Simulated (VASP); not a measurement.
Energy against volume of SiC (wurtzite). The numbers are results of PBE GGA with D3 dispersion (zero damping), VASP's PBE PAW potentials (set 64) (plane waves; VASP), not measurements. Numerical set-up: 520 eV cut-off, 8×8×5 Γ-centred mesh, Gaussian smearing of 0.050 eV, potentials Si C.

Shape and ions are relaxed at each volume.

```csv
V (Å³/atom),E (eV/atom)
10.089,-7.66386
10.401,-7.67072
10.713,-7.66480
11.025,-7.64787
```

### Question
Fit these four points and predict the energy of the run at 9.777 Å³/atom.

### Answer
A cubic in V^(−2/3), the third-order Birch-Murnaghan form, passes through the four points with V0 = 10.40 Å³/atom and B0 = 218 GPa, and gives -7.6421 eV/atom there. The run gave -7.6422 eV/atom, -0.1 meV/atom from the fit; all five points give B0 = 218 GPa.

The compound is SiC in the wurtzite structure, the rare 2H polytype. It was relaxed first.
